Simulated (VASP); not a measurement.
Given:

```
CELL_PARAMETERS angstrom
     -1.55719     1.55719     1.55719
      1.55719    -1.55719     1.55719
      1.55719     1.55719    -1.55719
ATOMIC_POSITIONS crystal
  Mo 0.00000 0.00000 0.00000
```

The numbers are results of LDA (Ceperley-Alder, Perdew-Zunger), VASP's LDA PAW potentials (set 64) (plane waves; VASP 6.6.1), not measurements. Numerical set-up: 400 eV cut-off, 18×18×18 Γ-centred mesh, tetrahedra with Blöchl corrections, potentials Mo_sv.

### Question
The job: Mo (bcc), 1 atom, LDA, static run, 400 eV, 18×18×18 Γ-centred mesh. Roughly how much core time does it take on a busy server core?

### Answer
About 10 core-seconds (one run on a shared machine, a rough figure). It had 195 irreducible k-points, 11 bands, up to 281 plane waves and 13 electronic steps.

The compound is Mo in the bcc structure. It was relaxed first.
